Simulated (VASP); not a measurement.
# AgB2 (P6/mmm) in VASP: notebook

The runs below take AgB2 through single point, with r2SCAN.

All numbers are computed with VASP 6.6.1; they aren't measurements. Logs are shortened: lines on timing, memory, paths and dates and some standing lists are left out, and cuts for length are marked.

### Step 1. The crystal as given

It takes space group P6/mmm (No. 191, hexagonal). The conventional cell has a = 3.000 Å, b = 3.000 Å, c = 3.240 Å, α = 90.00°, β = 90.00°, γ = 120.00°. Ag (site symmetry 6/mmm) has 12 B at 2.37 Å as nearest neighbours. B (site symmetry -6m2) has 3 B at 1.73 Å as nearest neighbours.

### Step 2. Single point, r2SCAN

Contents of INCAR:

```
SYSTEM = AgB2
PREC = Accurate
ENCUT = 460
EDIFF = 1E-6
ISMEAR = -5
SIGMA = 0.05
LREAL = .False.
LASPH = .True.
NELM = 100
ALGO = Normal
ISIF = 2
LWAVE = .False.
LCHARG = .False.
METAGGA = R2SCAN
LMIXTAU = .True.
ADDGRID = .False.
```

Contents of KPOINTS:

```
regular mesh
0
Gamma
  6 6 5
  0 0 0
```

Contents of POSCAR:

```
AgB2
1.0
    3.0000000000      0.0000000000      0.0000000000
   -1.5000000000      2.5980762114      0.0000000000
    0.0000000000      0.0000000000      3.2400000000
Ag B
1 2
Direct
    0.0172000000      0.0014340000     -0.0107780000
    0.6537670000      0.3220700000      0.4709270000
    0.3421410000      0.7037590000      0.5156140000
```

Potentials or basis: VASP PAW PBE potentials, release 64 (Ag, B).

On the command line:

```bash
$ cat potpaw_PBE.64/Ag/POTCAR potpaw_PBE.64/B/POTCAR > POTCAR
$ mpirun -np 1 vasp_std > vasp.out
```

OUTCAR:

```text
SYSTEM = AgB2
   PREC = Accurate
   ENCUT = 460
   EDIFF = 1E-6
   ISMEAR = -5
   LREAL = .False.
   LASPH = .True.
   NELM = 100
   ISIF = 2
   METAGGA = R2SCAN

 Found     92 irreducible k-points:

 Following reciprocal coordinates:
            Coordinates               Weight
  0.000000  0.000000  0.000000      1.000000
  0.166667 -0.000000  0.000000      2.000000
  0.000000  0.166667  0.000000      2.000000
 -0.166667  0.166667  0.000000      2.000000
  0.333333  0.000000  0.000000      2.000000
  0.000000  0.333333  0.000000      2.000000
   k-points           NKPTS =     92   k-points in BZ     NKDIM =     92   number of bands    NBANDS=     12
   number of dos      NEDOS =    301   number of ions     NIONS =      3
   total plane-waves  NPLWV =  13824
   dimension x,y,z NGX =    24 NGY =   24 NGZ =   24
   dimension x,y,z NGXF=    48 NGYF=   48 NGZF=   48
   ions per type =               1   2
   NGX,Y,Z   is equivalent  to a cutoff of  13.30, 13.30, 12.31 a.u.
   NGXF,Y,Z  is equivalent  to a cutoff of  26.60, 26.60, 24.63 a.u.
 SYSTEM =  AgB2
   PREC   = accura    normal or accurate (medium, high low for compatibility)
   ISTART =      0    job   : 0-new  1-cont  2-samecut
   ICHARG =      2    charge: 1-file 2-atom 10-const
   ISPIN  =      1    spin polarized calculation?
   LNONCOLLINEAR =      F non collinear calculations
   LSORBIT =      F    spin-orbit coupling
   LASPH  =      T    aspherical Exc in radial PAW
   ENCUT  =  460.0 eV  33.81 Ry    5.81 a.u.   5.25  5.25  5.67*2*pi/ulx,y,z
   NELM   =    100;   NELMIN=  2; NELMDL= -5     # of ELM steps
   EDIFF  = 0.1E-05   stopping-criterion for ELM
   LREAL  =      F    real-space projection
   EDIFFG = 0.1E-04   stopping-criterion for IOM
   NSW    =      0    number of steps for IOM
   IBRION =     -1    ionic relax: 0-MD 1-quasi-New 2-CG
   NFREE  =      0    steps in history (QN), initial steepest desc. (CG)
   ISIF   =      2    stress and relaxation
   ISYM   =      2    0-nonsym 1-usesym 2-fastsym
   POTIM  = 0.5000    time-step for ionic-motion
   TEBEG  =    0.0;   TEEND  =   0.0 temperature during run
   PSTRESS=    0.0 pullay stress
   NELECT =      17.0000    total number of electrons
   NUPDOWN=      -1.0000    fix difference up-down
   EMIN   =  10.00;   EMAX   =-10.00  energy-range for DOS
   EFERMI =   0.00;   METHOD = LEGACY
   ISMEAR =    -5;   SIGMA  =   0.05  broadening in eV -4-tet -1-fermi 0-gaus
   EFERMI_NEDOS =   21; number of points for ismear=-14 and -15
   IALGO  =     38    algorithm
   IMIX   =      4    mixing-type and parameters
     AMIX     =   0.40;   BMIX     =  1.00
     AMIX_MAG =   1.60;   BMIX_MAG =  1.00
  volume/ion in A,a.u.               =       8.42        56.81
  Fermi-wavevector in a.u.,A,eV,Ry     =   1.434779  2.711340 28.008838  2.058591
  Thomas-Fermi vector in A             =   2.554150
   LORBIT       =      0    0 simple, 1 ext, 2 COOP (PROOUT), +10 PAW based schemes
   METAGGA = R2SCAN    functional components
   LHFCALC =     F    Hartree Fock is set to
   AEXX    =    0.0000 exact exchange contribution
   IVDW    =     0    specifies the selected vdW correction
   LEPSILON=     F    determine dielectric tensor
   LRPA    =     F    only Hartree local field effects (RPA)
 non-spin polarized calculation
 Fermi weights with tetrahedron method with Bloechl corrections
  energy-cutoff  :      460.00
  volume of cell :       25.25
 maximum number of plane-waves:       579
 NGX is ok and might be reduce to    24
   NGX = 11   NGY = 11   NGZ = 11

 number of electron      17.0000003 magnetization

 Free energy of the ion-electron system (eV)
  ---------------------------------------------------
  ext. energy  EPLUGINS =         0.00000000
  ---------------------------------------------------
  free energy    TOTEN  =       -32.99105407 eV

  energy without entropy =      -32.99105407  energy(sigma->0) =      -32.99105407

 E-fermi :  10.9121     XC(G=0): -14.2502

 val. band max:       11.0160887668   @ k =   0.0000   0.0000   0.0000
 cond. band min:      10.9905035942   @ k =   0.0000   0.1667   0.2000
 fundamental gap:     -0.0255851726
 Fermi energy:        10.9120987630

 k-point     1 :       0.0000    0.0000    0.0000
  band No.  band energies     occupation
      1      -4.4607      2.00000
      2       3.2750      2.00000
      3       3.6485      2.00000
      4       3.8356      2.00000
      5       5.2831      2.00000
      6       5.4282      2.00000
      7       7.4129      2.00000
      8      11.0161      1.97825
      9      12.7184     -0.78467
     10      15.5031      0.00000
     11      16.4275      0.00000
     12      17.5444      0.00000

 k-point     2 :       0.1667   -0.0000    0.0000
  band No.  band energies     occupation
      1      -3.8984      2.00000
      2       3.2903      2.00000
      3       3.5005      2.00000
      4       4.0674      2.00000
      5       4.2952      2.00000
      6       5.3178      2.00000
      7       9.0859      2.00000
      8       9.4633      2.00209
      9      10.6069      1.61285
     10      16.0752      0.00000
     11      16.9486      0.00000
     12      19.8169      0.00000

 k-point     3 :       0.0000    0.1667    0.0000
  band No.  band energies     occupation
      1      -3.9133      2.00000
      2       3.1831      2.00000
      3       3.4837      2.00000
      4       4.1908      2.00000
      5       4.4523      2.00000
      6       5.2302      2.00000
      7       8.9415      2.00000
      8       9.4508      2.00212
      9      10.7167      1.45403
     10      16.1654      0.00000
     11      17.6531      0.00000
     12      18.6382      0.00000

 k-point     4 :      -0.1667    0.1667    0.0000
  band No.  band energies     occupation
      1      -3.8978      2.00000
      2       3.2910      2.00000
      3       3.5159      2.00000
      4       4.0580      2.00000
      5       4.2820      2.00000
      6       5.3293      2.00000
      7       9.0834      2.00000
      8       9.4943      2.00153
      9      10.5388      1.70988
     10      16.0843      0.00000
     11      16.9976      0.00000
     12      19.8317      0.00000

 k-point     5 :       0.3333    0.0000    0.0000
  band No.  band energies     occupation
      1      -2.3121      2.00000
      2       2.1083      2.00000
      3       3.2497      2.00000
      4       3.5656      2.00000
      5       4.9966      2.00000
      6       5.1821      2.00000
      7       7.4489      2.00000
      8       8.3714      2.00000
      9      11.9307     -0.10330
     10      15.9776      0.00000
     11      17.1421      0.00000
     12      18.4253      0.00000

 k-point     6 :       0.0000    0.3333    0.0000
  band No.  band energies     occupation
      1      -2.3894      2.00000
      2       2.0052      2.00000
      3       3.4503      2.00000
      4       3.6271      2.00000
      5       4.9959      2.00000
      6       5.1857      2.00000
      7       7.4560      2.00000
      8       8.6107      2.00000
      9      11.4772      0.12155
     10      15.9877      0.00000
     11      17.4200      0.00000
     12      18.4753      0.00000

 [... further k-points ...]
[... 5 lines left out ...]
  --------------------------------------------------------------------------------------
  -------------------------------------------------------------------------------------
  Total        6.1582516      8.0707503     12.6667735     -0.0081731     -0.1580518      0.0431067
  in kB      390.7058015    512.0428900    803.6342439     -0.5185380    -10.0274809      2.7348717
  external PRESSURE =     568.7943118 kB  Pullay stress =       0.0000000 kB

 VOLUME and BASIS-vectors are now :
 -----------------------------------------------------------------------------
  energy-cutoff  :      460.00
  volume of cell :       25.25
      direct lattice vectors                 reciprocal lattice vectors
     3.000000000  0.000000000  0.000000000     0.333333333  0.192450090  0.000000000
    -1.500000000  2.598076211  0.000000000     0.000000000  0.384900179  0.000000000
     0.000000000  0.000000000  3.240000000     0.000000000  0.000000000  0.308641975

 POSITION                                       TOTAL-FORCE (eV/Angst)
 -----------------------------------------------------------------------------------
      0.04945      0.00373      3.20508        -0.299454      0.050641      0.252181
      1.47820      0.83676      1.52580         0.127125      1.567884      1.152085
     -0.02922      1.82842      1.67059         0.172329     -1.618525     -1.404267
 -----------------------------------------------------------------------------------
    total drift:                                0.000016      0.000046      0.000044

  FREE ENERGIE OF THE ION-ELECTRON SYSTEM (eV)
  ---------------------------------------------------
  free  energy   TOTEN  =       -32.9910540691 eV

  energy  without entropy=      -32.9910540691  energy(sigma->0) =      -32.99105407
```

It took 37 s on 1 thread of Intel Xeon 6975P-C (Granite Rapids), shared host; peak memory 0.16 GiB.

The run converged, but some of its settings lie outside the range that counts as converged, so its numbers aren't taken as properties of the crystal.

What came out:

```
Free energy            : -32.9911 eV
Pressure               : 56.9 GPa
Largest force          : 2.150 eV/Å
Band gap on the k mesh : none (metal or under the smearing width)
```

Caveat: the k mesh is coarse (spacing up to 0.40 Å⁻¹), so the values aren't converged; the PAW data sets were made with another functional, which shifts forces and pressure a little; tetrahedron occupations give inexact forces and stress in metals.

### Step 3. Single point, r2SCAN

Edit INCAR of step 2 so:

```diff
@@ -2,5 +2,5 @@
 PREC = Accurate
-ENCUT = 460
+ENCUT = 520
 EDIFF = 1E-6
-ISMEAR = -5
+ISMEAR = 0
 SIGMA = 0.05
```

KPOINTS is that of step 2.

Contents of POSCAR:

```
AgB2
1.0
    3.0000000000      0.0000000000      0.0000000000
   -1.5000000000      2.5980762114      0.0000000000
    0.0000000000      0.0000000000      3.2400000000
Ag B
1 2
Direct
    0.0000000000      0.0000000000      0.0000000000
    0.6666666667      0.3333333333      0.5000000000
    0.3333333333      0.6666666667      0.5000000000
```

Potentials or basis: VASP PAW PBE potentials, release 64 (Ag, B).

On the command line:

```bash
$ cat potpaw_PBE.64/Ag/POTCAR potpaw_PBE.64/B/POTCAR > POTCAR
$ mpirun -np 1 vasp_std > vasp.out
```

It took 13 s on 1 thread of Intel Xeon 6975P-C (Granite Rapids), shared host; peak memory 0.14 GiB.

These settings aren't checked as converged: the numbers below hold their error.

What came out:

```
Free energy            : -33.1666 eV
Pressure               : 53.7 GPa
Band gap on the k mesh : none (metal or under the smearing width)
```

Caveat: the k mesh is coarse (spacing up to 0.40 Å⁻¹), so the values aren't converged; a pressure of tens of GPa on the cell as given is suspect, and the run, the potentials or the cell itself is likely at fault; the PAW data sets were made with another functional, which shifts forces and pressure a little.

### Step 4. Single point, r2SCAN

INCAR is that of step 3.

KPOINTS is that of step 3.

Contents of POSCAR:

```
AgB2
1.0
    3.0000000000      0.0000000000      0.0000000000
   -1.5000000000      2.5980762114      0.0000000000
    0.0000000000      0.0000000000      3.2400000000
Ag B
1 2
Direct
    0.0172000000      0.0014340000     -0.0107780000
    0.6537670000      0.3220700000      0.4709270000
    0.3421410000      0.7037590000      0.5156140000
```

Potentials or basis: VASP PAW PBE potentials, release 64 (Ag, B).

On the command line:

```bash
$ cat potpaw_PBE.64/Ag/POTCAR potpaw_PBE.64/B/POTCAR > POTCAR
$ mpirun -np 1 vasp_std > vasp.out
```

OUTCAR:

```text
SYSTEM = AgB2
   PREC = Accurate
   ENCUT = 520
   EDIFF = 1E-6
   ISMEAR = 0
   LREAL = .False.
   LASPH = .True.
   NELM = 100
   ISIF = 2
   METAGGA = R2SCAN

 Found     92 irreducible k-points:

 Following reciprocal coordinates:
            Coordinates               Weight
  0.000000  0.000000  0.000000      1.000000
  0.166667 -0.000000  0.000000      2.000000
  0.000000  0.166667  0.000000      2.000000
 -0.166667  0.166667  0.000000      2.000000
  0.333333  0.000000  0.000000      2.000000
  0.000000  0.333333  0.000000      2.000000
   k-points           NKPTS =     92   k-points in BZ     NKDIM =     92   number of bands    NBANDS=     12
[... 164 lines left out ...]
 [... further k-points ...]
[... 5 lines left out ...]
  --------------------------------------------------------------------------------------
  -------------------------------------------------------------------------------------
  Total        6.1066235      8.1892549     12.6043858     -0.0532617     -0.0795027     -0.0752959
  in kB      387.4302925    519.5613312    799.6761071     -3.3791486     -5.0439920     -4.7770948
  external PRESSURE =     568.8892436 kB  Pullay stress =       0.0000000 kB

 VOLUME and BASIS-vectors are now :
 -----------------------------------------------------------------------------
  energy-cutoff  :      520.00
  volume of cell :       25.25
      direct lattice vectors                 reciprocal lattice vectors
     3.000000000  0.000000000  0.000000000     0.333333333  0.192450090  0.000000000
    -1.500000000  2.598076211  0.000000000     0.000000000  0.384900179  0.000000000
     0.000000000  0.000000000  3.240000000     0.000000000  0.000000000  0.308641975

 POSITION                                       TOTAL-FORCE (eV/Angst)
 -----------------------------------------------------------------------------------
      0.04945      0.00373      3.20508        -0.321139      0.029425      0.248439
      1.47820      0.83676      1.52580         0.194899      1.737642      1.159614
     -0.02922      1.82842      1.67059         0.126239     -1.767067     -1.408053
 -----------------------------------------------------------------------------------
    total drift:                               -0.000007      0.000077      0.000044

  FREE ENERGIE OF THE ION-ELECTRON SYSTEM (eV)
  ---------------------------------------------------
  free  energy   TOTEN  =       -32.9785587151 eV

  energy  without entropy=      -32.9772057209  energy(sigma->0) =      -32.97788222
```

OSZICAR:

```text
N       E                     dE             d eps       ncg     rms          rms(c)
DAV:   1     0.565676287019E+02    0.56568E+02   -0.85072E+03  2224   0.136E+03
DAV:   2    -0.381549545298E+02   -0.94723E+02   -0.88917E+02  2456   0.283E+02
DAV:   3    -0.405184442383E+02   -0.23635E+01   -0.23186E+01  2696   0.466E+01
DAV:   4    -0.405313544204E+02   -0.12910E-01   -0.12906E-01  2460   0.368E+00
DAV:   5    -0.405314576966E+02   -0.10328E-03   -0.10326E-03  2696   0.326E-01    0.197E+01
DAV:   6    -0.331650391659E+02    0.73664E+01   -0.18347E+01  2424   0.712E+01    0.185E+01
DAV:   7    -0.330444334695E+02    0.12061E+00   -0.20186E+00  2348   0.216E+01    0.887E+00
DAV:   8    -0.329666762899E+02    0.77757E-01   -0.23425E-01  2532   0.563E+00    0.179E+00
DAV:   9    -0.329671729257E+02   -0.49664E-03   -0.33249E-02  2456   0.267E+00    0.311E-01
DAV:  10    -0.329749701263E+02   -0.77972E-02   -0.27242E-02  2392   0.204E+00    0.373E-01
DAV:  11    -0.329761960703E+02   -0.12259E-02   -0.19187E-03  2492   0.507E-01    0.163E-01
DAV:  12    -0.329784781407E+02   -0.22821E-02   -0.26403E-03  2380   0.642E-01    0.535E-02
DAV:  13    -0.329785444367E+02   -0.66296E-04   -0.13759E-04  2404   0.140E-01    0.107E-02
DAV:  14    -0.329785512757E+02   -0.68390E-05   -0.45827E-05  2472   0.876E-02    0.826E-03
DAV:  15    -0.329785569882E+02   -0.57125E-05   -0.28631E-06  2436   0.204E-02    0.624E-03
DAV:  16    -0.329785585288E+02   -0.15405E-05   -0.17494E-06  1544   0.179E-02    0.108E-03
DAV:  17    -0.329785587151E+02   -0.18637E-06   -0.23920E-07  1136   0.643E-03
   1 F= -.32978559E+02 E0= -.32977882E+02  d E =-.135299E-02
```

stdout:

```text
POSCAR found type information on POSCAR AgB
 POSCAR found :  2 types and       3 ions
 scaLAPACK will be used
 -----------------------------------------------------------------------------
|                                                                             |
|                                                                             |
|     You enforced a specific xc type in the INCAR file but a different       |
|     I HOPE YOU KNOW WHAT YOU ARE DOING!                                     |
|                                                                             |
 -----------------------------------------------------------------------------

 LDA part: xc-table for (None), standard interpolation
 POSCAR, INCAR and KPOINTS ok, starting setup
 FFT: planning ... GRIDC
 FFT: planning ... GRID_SOFT
 FFT: planning ... GRID
 WAVECAR not read
 entering main loop
```

Wall time 34 s (1 thread of Intel Xeon 6975P-C (Granite Rapids), shared host); peak memory 0.16 GiB.

These settings aren't checked as converged: the numbers below hold their error.

What came out:

| Quantity | Value |
| --- | --- |
| Free energy | -32.9786 eV |
| Pressure | 56.9 GPa |
| Largest force | 2.263 eV/Å |
| Band gap on the k mesh | none (metal or under the smearing width) |

Caveat: the k mesh is coarse (spacing up to 0.40 Å⁻¹), so the values aren't converged; the PAW data sets were made with another functional, which shifts forces and pressure a little.
